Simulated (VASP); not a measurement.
# SnAu (P6_3/mmc) in VASP: further runs

Runs on SnAu. Level: LDA. Tasks: single point.

All numbers are computed with VASP 6.6.1; they aren't measurements. Logs are shortened: lines on timing, memory, paths and dates and some standing lists are left out, and cuts for length are marked.

### 1 The crystal as given

The structure is hexagonal, space group P6_3/mmc (No. 194). Conventional cell: a = 4.294 Å, b = 4.294 Å, c = 5.506 Å, α = 90.00°, β = 90.00°, γ = 120.00°. Around Sn (site symmetry -6m2) lie 6 Au at 2.84 Å. Around Au (site symmetry -3m) lie 2 Au at 2.75 Å and 6 Sn at 2.84 Å.

### 2 Single point, LDA

Input file INCAR:

```
SYSTEM = SnAu
PREC = Accurate ; ENCUT = 520
EDIFF = 1E-7 ; ISMEAR = 0
SIGMA = 0.1 ; LREAL = .False.
LASPH = .True. ; NELM = 100
ALGO = Fast ; ISIF = 2
LWAVE = .False. ; LCHARG = .False.
NBANDS = 33
```

Input file KPOINTS:

```
Automatic mesh
0
Gamma
  12 12 8
  0 0 0
```

Input file POSCAR:

```
SnAu
1.0
    4.2941130354      0.0000000000      0.0000000000
   -2.1470565177      3.7188109754      0.0000000000
    0.0000000000      0.0000000000      5.5060357795
Sn Au
2 2
Direct
    0.3333333333      0.6666666667      0.2500000000
    0.6666666667      0.3333333333      0.7500000000
    0.0000000000      0.0000000000      0.0000000000
    0.0000000000      0.0000000000      0.5000000000
```

Potentials or basis: VASP PAW LDA potentials, release 64 (Sn_d, Au).

Launch:

```
> cat potpaw_LDA.64/Sn_d/POTCAR potpaw_LDA.64/Au/POTCAR > POTCAR
> mpirun -np 1 vasp_std > vasp.out
```

OUTCAR:

```text
SYSTEM = SnAu
   PREC = Accurate
   ENCUT = 520
   EDIFF = 1E-7
   ISMEAR = 0
   LREAL = .False.
   LASPH = .True.
   NELM = 100
   ISIF = 2

 ion  position               nearest neighbor table
   1  0.333  0.667  0.250-   3 2.84   4 2.84   3 2.84   4 2.84   3 2.84   4 2.84   2 3.70   2 3.70
                             2 3.70   2 3.70   2 3.70   2 3.70
   2  0.667  0.333  0.750-   3 2.84   4 2.84   3 2.84   4 2.84   3 2.84   4 2.84   1 3.70   1 3.70
                             1 3.70   1 3.70   1 3.70   1 3.70
   3  0.000  0.000  0.000-   4 2.75   4 2.75   1 2.84   2 2.84   2 2.84   1 2.84   2 2.84   1 2.84

   4  0.000  0.000  0.500-   3 2.75   3 2.75   1 2.84   2 2.84   2 2.84   1 2.84   2 2.84   1 2.84

  LATTYP: Found a hexagonal cell.
 ALAT       =     4.2941130354
 C/A-ratio  =     1.2822288873

  Lattice vectors:

 A1 = (   4.2941130354,   0.0000000000,   0.0000000000)
 A2 = (  -2.1470565177,   3.7188109754,   0.0000000000)
 A3 = (   0.0000000000,   0.0000000000,   5.5060357795)

Analysis of symmetry for initial positions (statically):
=====================================================================
 Subroutine PRICEL returns:
 Original cell was already a primitive cell.

 Routine SETGRP: Setting up the symmetry group for a
 hexagonal supercell.

 Subroutine GETGRP returns: Found 24 space group operations
 (whereof 12 operations were pure point group operations)
 out of a pool of 24 trial point group operations.

The static configuration has the point symmetry D_3d.
 The point group associated with its full space group is D_6h.

Analysis of symmetry for dynamics (positions and initial velocities):
=====================================================================
 Subroutine PRICEL returns:
 Original cell was already a primitive cell.

 Routine SETGRP: Setting up the symmetry group for a
 hexagonal supercell.

 Subroutine GETGRP returns: Found 24 space group operations
 (whereof 12 operations were pure point group operations)
 out of a pool of 24 trial point group operations.

The dynamic configuration has the point symmetry D_3d.
 The point group associated with its full space group is D_6h.

 Subroutine INISYM returns: Found 24 space group operations
 (whereof 12 operations are pure point group operations),
 and found     1 'primitive' translations

----------------------------------------------------------------------------------------

                                     Primitive cell

  volume of cell :      87.9259

  direct lattice vectors                    reciprocal lattice vectors
     4.294113035  0.000000000  0.000000000     0.232876962  0.134451577  0.000000000
    -2.147056518  3.718810975  0.000000000     0.000000000  0.268903154  0.000000000
[... 97 lines left out ...]
   POTIM  = 0.5000    time-step for ionic-motion
   TEBEG  =    0.0;   TEEND  =   0.0 temperature during run
   PSTRESS=    0.0 pullay stress
   NELECT =      50.0000    total number of electrons
   NUPDOWN=      -1.0000    fix difference up-down
   EMIN   =  10.00;   EMAX   =-10.00  energy-range for DOS
   EFERMI =   0.00;   METHOD = LEGACY
   ISMEAR =     0;   SIGMA  =   0.10  broadening in eV -4-tet -1-fermi 0-gaus
   EFERMI_NEDOS =   21; number of points for ismear=-14 and -15
   IALGO  =     68    algorithm
   IMIX   =      4    mixing-type and parameters
     AMIX     =   0.40;   BMIX     =  1.00
     AMIX_MAG =   1.60;   BMIX_MAG =  1.00
  volume/ion in A,a.u.               =      21.98       148.34
  Fermi-wavevector in a.u.,A,eV,Ry     =   1.356311  2.563056 25.029001  1.839580
  Thomas-Fermi vector in A             =   2.483325
   LORBIT       =      0    0 simple, 1 ext, 2 COOP (PROOUT), +10 PAW based schemes
   GGA     = CA    functional components
   LHFCALC =     F    Hartree Fock is set to
   AEXX    =    0.0000 exact exchange contribution
   IVDW    =     0    specifies the selected vdW correction
   LEPSILON=     F    determine dielectric tensor
   LRPA    =     F    only Hartree local field effects (RPA)
 non-spin polarized calculation
 RMM-DIIS sequential band-by-band and
 Gauss-broadening in eV      SIGMA  =   0.10
  energy-cutoff  :      520.00
  volume of cell :       87.93
 maximum number of plane-waves:      2391
 NGX is ok and might be reduce to    32
   NGX = 15   NGY = 15   NGZ = 21

 number of electron      49.9999996 magnetization

 Free energy of the ion-electron system (eV)
  ---------------------------------------------------
  ext. energy  EPLUGINS =         0.00000000
  ---------------------------------------------------
  free energy    TOTEN  =       -18.66474491 eV

  energy without entropy =      -18.65737881  energy(sigma->0) =      -18.66106186

 E-fermi :   8.6553     XC(G=0): -11.4445

 val. band max:        8.6398648158   @ k =   0.0833   0.0000   0.0000
 cond. band min:       8.6691262195   @ k =   0.2500  -0.0000   0.2500
 fundamental gap:      0.0292614037
 Fermi energy:         8.6552760614

 k-point     1 :       0.0000    0.0000    0.0000
  band No.  band energies     occupation
      1     -12.8926      2.00000
      2     -12.8926      2.00000
      3     -12.8705      2.00000
      4     -12.8705      2.00000
      5     -12.8625      2.00000
      6     -12.8625      2.00000
[... 853 lines left out ...]
     32      15.1120      0.00000
     33      16.5285      0.00000

 [... further k-points ...]

------------------------ aborting loop because EDIFF is reached ----------------------------------------

  FORCE on cell =-STRESS in cart. coord.  units (eV):
  Direction    XX          YY          ZZ          XY          YZ          ZX
  --------------------------------------------------------------------------------------
  -------------------------------------------------------------------------------------
  Total        0.0282708      0.0282708      0.0838970      0.0000000      0.0000000     -0.0000000
  in kB        0.5151475      0.5151475      1.5287639      0.0000000      0.0000000     -0.0000000
  external PRESSURE =       0.8530196 kB  Pullay stress =       0.0000000 kB

 VOLUME and BASIS-vectors are now :
 -----------------------------------------------------------------------------
  energy-cutoff  :      520.00
  volume of cell :       87.93
      direct lattice vectors                 reciprocal lattice vectors
     4.294113035  0.000000000  0.000000000     0.232876962  0.134451577  0.000000000
    -2.147056518  3.718810975  0.000000000     0.000000000  0.268903154  0.000000000
     0.000000000  0.000000000  5.506035780     0.000000000  0.000000000  0.181618871

 POSITION                                       TOTAL-FORCE (eV/Angst)
 -----------------------------------------------------------------------------------
     -0.00000      2.47921      1.37651         0.000000     -0.000000      0.000000
      2.14706      1.23960      4.12953        -0.000000      0.000000      0.000000
      0.00000      0.00000      0.00000        -0.000000      0.000000      0.000000
      0.00000      0.00000      2.75302        -0.000000      0.000000      0.000000
 -----------------------------------------------------------------------------------
    total drift:                                0.000000     -0.000000      0.000000

  FREE ENERGIE OF THE ION-ELECTRON SYSTEM (eV)
  ---------------------------------------------------
  free  energy   TOTEN  =       -18.6647449141 eV

  energy  without entropy=      -18.6573788088  energy(sigma->0) =      -18.66106186
```

It took 4.7 min on 1 thread of Intel Xeon Platinum 8488C (Sapphire Rapids), shared host; peak memory 0.34 GiB.

Results:

* Free energy: -18.6647 eV
* Pressure: 0.1 GPa
* Band gap on the k mesh: none (metal or under the smearing width)

Spin-orbit coupling is left out, which matters for the levels of Au.

### 3 Single point, LDA

Input file INCAR:

```
SYSTEM = SnAu
PREC = Accurate
ENCUT = 520
EDIFF = 1E-6
ISMEAR = 0
SIGMA = 0.15
LREAL = .False.
LASPH = .True.
NELM = 100
ALGO = Fast
ISIF = 2
LWAVE = .False.
LCHARG = .False.
GGA = CA
NBANDS = 33
```

Input file KPOINTS:

```
regular mesh
0
Gamma
  15 15 10
  0 0 0
```

POSCAR is that of step 2.

Potentials or basis: VASP PAW LDA potentials, release 64 (Sn_d, Au).

Launch:

```
> cat potpaw_LDA.64/Sn_d/POTCAR potpaw_LDA.64/Au/POTCAR > POTCAR
> mpirun -np 1 vasp_std > vasp.out
```

It took 8.1 min on 1 thread of Intel Xeon Platinum 8375C at 2.90GHz (Ice Lake), shared host; peak memory 0.47 GiB.

It converged, with:

```
Free energy            : -18.6696 eV
Pressure               : 0.0 GPa
Band gap on the k mesh : none (metal or under the smearing width)
```

Stress tensor (GPa, compression positive):
```
-0.03  0.00  0.00
 0.00 -0.03  0.00
 0.00  0.00  0.10
```

Levels at points of the mesh, in eV from the Fermi level:
```csv
k point,band 23,band 24,band 25,band 26,band 27,band 28
"(0.00, 0.00, 0.00)",-0.89,0.88,0.88,2.92,3.14,3.41
"(0.00, 0.00, 0.50)",0.09,0.09,2.61,2.61,2.61,2.61
```

The run has no spin-orbit coupling, so splittings on Au are missing.

### 4 Single point, LDA

This run uses another cell than the first one, of 22.21 Å³/atom, 1.010 times its volume.

Input file INCAR:

```
SYSTEM = SnAu
ALGO = Normal
EDIFF = 1E-6
ENCUT = 520
ISIF = 2
ISMEAR = 0
LASPH = .TRUE.
LCHARG = .FALSE.
LREAL = .FALSE.
LWAVE = .FALSE.
NBANDS = 33
NELM = 100
PREC = Accurate
SIGMA = 0.1
```

Input file KPOINTS:

```
k-points
0
G
  6 6 4
  0 0 0
```

Input file POSCAR:

```
SnAu
1.0
    4.3139984447      0.0000000000      0.0000000000
   -2.1569992223      3.7360322450      0.0000000000
    0.0000000000      0.0000000000      5.5120000000
Sn Au
2 2
Direct
    0.3333333333      0.6666666667      0.2500000000
    0.6666666667      0.3333333333      0.7500000000
    0.0000000000      0.0000000000      0.0000000000
    0.0000000000      0.0000000000      0.5000000000
```

Potentials or basis: VASP PAW LDA potentials, release 64 (Sn_d, Au).

Launch:

```
> cat potpaw_LDA.64/Sn_d/POTCAR potpaw_LDA.64/Au/POTCAR > POTCAR
> mpirun -np 1 vasp_std > vasp.out
```

OUTCAR:

```text
SYSTEM = SnAu
   EDIFF = 1E-6
   ENCUT = 520
   ISIF = 2
   ISMEAR = 0
   LASPH = .TRUE.
   LREAL = .FALSE.
   NELM = 100
   PREC = Accurate

 ion  position               nearest neighbor table
   1  0.333  0.667  0.250-   3 2.85   4 2.85   3 2.85   4 2.85   3 2.85   4 2.85   2 3.71   2 3.71
                             2 3.71   2 3.71   2 3.71   2 3.71
   2  0.667  0.333  0.750-   3 2.85   4 2.85   3 2.85   4 2.85   3 2.85   4 2.85   1 3.71   1 3.71
                             1 3.71   1 3.71   1 3.71   1 3.71
   3  0.000  0.000  0.000-   4 2.76   4 2.76   1 2.85   2 2.85   1 2.85   2 2.85   2 2.85   1 2.85

   4  0.000  0.000  0.500-   3 2.76   3 2.76   1 2.85   2 2.85   1 2.85   2 2.85   2 2.85   1 2.85
[... 956 lines left out ...]
  -------------------------------------------------------------------------------------
  Total       -0.6792368     -0.6792368     -0.2099866     -0.0000000      0.0000000     -0.0000000
  in kB      -12.2498837    -12.2498837     -3.7870622     -0.0000000      0.0000000     -0.0000000
  external PRESSURE =      -9.4289432 kB  Pullay stress =       0.0000000 kB

 VOLUME and BASIS-vectors are now :
 -----------------------------------------------------------------------------
  energy-cutoff  :      520.00
  volume of cell :       88.84
      direct lattice vectors                 reciprocal lattice vectors
     4.313998445  0.000000000  0.000000000     0.231803514  0.133831821  0.000000000
    -2.156999222  3.736032245  0.000000000     0.000000000  0.267663643  0.000000000
     0.000000000  0.000000000  5.512000000     0.000000000  0.000000000  0.181422351

 POSITION                                       TOTAL-FORCE (eV/Angst)
 -----------------------------------------------------------------------------------
     -0.00000      2.49069      1.37800         0.000000      0.000000      0.000000
      2.15700      1.24534      4.13400        -0.000000     -0.000000      0.000000
      0.00000      0.00000      0.00000         0.000000      0.000000      0.000000
      0.00000      0.00000      2.75600        -0.000000      0.000000      0.000000
 -----------------------------------------------------------------------------------
    total drift:                               -0.000000      0.000000      0.000000

  FREE ENERGIE OF THE ION-ELECTRON SYSTEM (eV)
  ---------------------------------------------------
  free  energy   TOTEN  =       -18.6506147145 eV

  energy  without entropy=      -18.6423266399  energy(sigma->0) =      -18.64647068
```

OSZICAR:

```text
N       E                     dE             d eps       ncg     rms          rms(c)
DAV:   1     0.489220601113E+03    0.48922E+03   -0.24306E+04  1531   0.221E+03
DAV:   2     0.389045734299E+02   -0.45032E+03   -0.42942E+03  1418   0.577E+02
DAV:   3    -0.178033348637E+02   -0.56708E+02   -0.55434E+02  1614   0.164E+02
DAV:   4    -0.198867725880E+02   -0.20834E+01   -0.20746E+01  1559   0.332E+01
DAV:   5    -0.199507205776E+02   -0.63948E-01   -0.63941E-01  1880   0.608E+00    0.113E+01
DAV:   6    -0.187430839228E+02    0.12076E+01   -0.47161E+00  1493   0.139E+01    0.780E+00
DAV:   7    -0.186805783002E+02    0.62506E-01   -0.23196E-01  1507   0.386E+00    0.426E+00
DAV:   8    -0.186525358600E+02    0.28042E-01   -0.48525E-02  1733   0.194E+00    0.307E-01
DAV:   9    -0.186507278278E+02    0.18080E-02   -0.69971E-03  1727   0.874E-01    0.146E-01
DAV:  10    -0.186506155771E+02    0.11225E-03   -0.12038E-03  1737   0.328E-01    0.431E-02
DAV:  11    -0.186506155168E+02    0.60272E-07   -0.38872E-05  1567   0.602E-02    0.194E-02
DAV:  12    -0.186506147145E+02    0.80235E-06   -0.35285E-06  1514   0.184E-02
   1 F= -.18650615E+02 E0= -.18646471E+02  d E =-.828807E-02
```

stdout:

```text
POSCAR found type information on POSCAR SnAu
 POSCAR found :  2 types and       4 ions
 scaLAPACK will be used
 LDA part: xc-table for (Slater(with rela. corr.)+CA(PZ))
 , standard interpolation
 POSCAR, INCAR and KPOINTS ok, starting setup
 FFT: planning ... GRIDC
 FFT: planning ... GRID_SOFT
 FFT: planning ... GRID
 WAVECAR not read
 entering main loop
```

Wall time 46 s (1 thread of Intel Xeon Platinum 8375C at 2.90GHz (Ice Lake), shared host); peak memory 0.2 GiB.

Results:

| Property | Result |
| --- | --- |
| Free energy | -18.6506 eV |
| Pressure | -0.9 GPa |
| Band gap on the k mesh | none (metal or under the smearing width) |

Levels at points of the mesh, in eV from the Fermi level:
| k point | band 23 | band 24 | band 25 | band 26 | band 27 | band 28 |
| --- | --- | --- | --- | --- | --- | --- |
| (0.00, 0.00, 0.00) | -0.89 | 0.84 | 0.84 | 2.87 | 3.01 | 3.33 |
| (0.50, 0.00, 0.00) | -2.19 | -1.95 | -1.88 | -1.18 | 0.80 | 3.68 |
| (0.00, 0.00, 0.50) | 0.05 | 0.05 | 2.55 | 2.55 | 2.55 | 2.55 |
| (0.50, 0.00, 0.50) | -3.97 | -3.97 | 0.54 | 0.54 | 1.65 | 1.65 |

Spin-orbit coupling is left out, which matters for the levels of Au.

### 5 Summary

```csv
cell,k mesh,smearing,gap on the mesh (eV),pressure (GPa)
"P6_3/mmc, 21.98 Å³/atom",12 × 12 × 8,gaussian 0.1 eV,none,0.1
"P6_3/mmc, 21.98 Å³/atom",15 × 15 × 10,gaussian 0.15 eV,none,0.0
"P6_3/mmc, 22.21 Å³/atom",6 × 6 × 4,gaussian 0.1 eV,none,-0.9
```

Alike in all rows: task single point; level LDA; potentials or basis VASP PAW LDA potentials, release 64 (Sn_d, Au); no spin polarisation; cutoff (eV) 520.

Every run on the cell as given and a fine mesh finds a metal.

Absolute energies hang on the potentials; compare differences alone.
